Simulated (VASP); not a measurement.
Level of theory: RPBE GGA, VASP's PBE PAW potentials (set 64) (plane waves; VASP 6.6.1).

Input for VASP

### KPOINTS
```
kpoints
0
Gamma
  10 10 10
```

**INCAR**
```
! general
SYSTEM  = Ni3Al
PREC    = Accurate
ENCUT   = 520   ! plane-wave cut-off (eV)
LREAL   = F
LASPH   = T   ! aspherical one-centre terms

! electronic loop
EDIFF   = 1E-7   ! SCF stop (eV)
NELM    = 100   ! most electronic steps
ALGO    = Normal
LMAXMIX = 4

! smearing
ISMEAR  = -5   ! tetrahedra, Bloechl

! functional
GGA     = RP   ! RPBE

! spin
ISPIN   = 2   ! spin-polarised
MAGMOM  = -0.0 3*0.3

! ions
ISIF    = 2   ! forces and stress, cell fixed

! output
LWAVE   = F
LCHARG  = T
LORBIT  = 11
NEDOS   = 601   ! DOS grid

! other
LEFG    = T
```

### POSCAR
```
Ni3Al
7.197210
  0.4999999766   0.0000000000   0.0000000000
  0.0000000000   0.4999999766   0.0000000000
  0.0000000000   0.0000000000   0.4999999766
Al Ni
1 3
Cart
  0.0000000000   0.0000000000   0.0000000000
  0.0000000000   0.2499999883   0.2499999883
  0.2499999883   0.0000000000   0.2499999883
  0.2499999883   0.2499999883   0.0000000000
```

POTCAR, in this order: Al Ni (PBE.64 set). Program: vasp_std.

The resulting files:

File OSZICAR:
```
       N       E                     dE             d eps       ncg     rms          rms(c)
DAV:   1     0.191267891262E+03    0.19127E+03   -0.14649E+04  4488   0.208E+03
DAV:   2    -0.133994387564E+02   -0.20467E+03   -0.19784E+03  4484   0.368E+02
DAV:   3    -0.236262008905E+02   -0.10227E+02   -0.93729E+01  4932   0.108E+02
DAV:   4    -0.238824840841E+02   -0.25628E+00   -0.25432E+00  5064   0.159E+01
DAV:   5    -0.238898942736E+02   -0.74102E-02   -0.74075E-02  5376   0.253E+00    0.186E+01
DAV:   6    -0.252262673754E+02   -0.13364E+01   -0.72530E+01  5068   0.137E+02    0.214E+01
DAV:   7    -0.200602206335E+02    0.51660E+01   -0.20854E+01  4964   0.742E+01    0.235E+00
DAV:   8    -0.200596323223E+02    0.58831E-03   -0.46896E-01  4704   0.593E+00    0.168E+00
DAV:   9    -0.200478283803E+02    0.11804E-01   -0.62502E-02  5908   0.359E+00    0.614E-01
DAV:  10    -0.200484007957E+02   -0.57242E-03   -0.66103E-03  5956   0.985E-01    0.224E-01
DAV:  11    -0.200483887082E+02    0.12088E-04   -0.46756E-04  5128   0.290E-01    0.105E-01
DAV:  12    -0.200483367511E+02    0.51957E-04   -0.23676E-04  5776   0.196E-01    0.371E-02
DAV:  13    -0.200483472038E+02   -0.10453E-04   -0.22319E-05  5320   0.746E-02    0.165E-02
DAV:  14    -0.200483523054E+02   -0.51016E-05   -0.54338E-06  5448   0.278E-02    0.103E-02
DAV:  15    -0.200483509951E+02    0.13102E-05   -0.36191E-07  4416   0.821E-03    0.478E-03
DAV:  16    -0.200483501911E+02    0.80408E-06   -0.15255E-07  3264   0.387E-03    0.133E-03
DAV:  17    -0.200483501166E+02    0.74446E-07   -0.33361E-08  2436   0.239E-03
   1 F= -.20048350E+02 E0= -.20048350E+02  d E =0.000000E+00  mag=     0.7350
```

### OUTCAR
```
------------------------ aborting loop because EDIFF is reached ----------------------------------------
  FORCE on cell =-STRESS in cart. coord.  units (eV):
  Direction    XX          YY          ZZ          XY          YZ          ZX
  --------------------------------------------------------------------------------------
  Total       -0.0043437     -0.0043437     -0.0043437     -0.0000000     -0.0000000      0.0000000
  in kB       -0.1493362     -0.1493362     -0.1493362     -0.0000000     -0.0000000      0.0000000
  external PRESSURE =      -0.1493362 kB  Pullay stress =       0.0000000 kB
  volume of cell :       46.60
      direct lattice vectors                 reciprocal lattice vectors
     3.598604832  0.000000000  0.000000000     0.277885471  0.000000000  0.000000000
     0.000000000  3.598604832  0.000000000     0.000000000  0.277885471  0.000000000
     0.000000000  0.000000000  3.598604832     0.000000000  0.000000000  0.277885471
 POSITION                                       TOTAL-FORCE (eV/Angst)
 -----------------------------------------------------------------------------------
      0.00000      0.00000      0.00000         0.000000      0.000000      0.000000
      0.00000      1.79930      1.79930         0.000000      0.000000      0.000000
      1.79930      0.00000      1.79930         0.000000      0.000000      0.000000
      1.79930      1.79930      0.00000         0.000000      0.000000      0.000000
 -----------------------------------------------------------------------------------
    total drift:                                0.000000      0.000000      0.000000
  FREE ENERGIE OF THE ION-ELECTRON SYSTEM (eV)
  ---------------------------------------------------
  free  energy   TOTEN  =       -20.0483501166 eV

  energy  without entropy=      -20.0483501166  energy(sigma->0) =      -20.04835012

 total charge

# of ion       s       p       d       tot
------------------------------------------
    1        0.409   0.380   0.000   0.789
    2        0.478   0.489   8.358   9.324
    3        0.478   0.489   8.358   9.324
    4        0.478   0.489   8.358   9.324
--------------------------------------------------
tot          1.842   1.847  25.073  28.761

 magnetization (x)

# of ion       s       p       d       tot
------------------------------------------
    1       -0.001  -0.009   0.000  -0.010
    2       -0.004  -0.012   0.283   0.267
    3       -0.004  -0.012   0.283   0.267
    4       -0.004  -0.012   0.283   0.267
--------------------------------------------------
tot         -0.012  -0.046   0.850   0.792

 Electric field gradients after diagonalization (V/A^2)
 (convention: |V_zz| > |V_xx| > |V_yy|)
----------------------------------------------------------------------
 ion       V_xx      V_yy      V_zz     asymmetry (V_yy - V_xx)/ V_zz
----------------------------------------------------------------------
   1       0.000     0.000    -0.000       0.202
   2       4.918     4.918    -9.836       0.000
   3       4.918     4.918    -9.836       0.000
   4       4.918     4.918    -9.836       0.000
```
(Selected blocks of OUTCAR.)

For a metal the tetrahedron method with Blöchl corrections gives inexact stress and forces.

The compound is Ni3Al in the L1_2 structure. It was relaxed first.
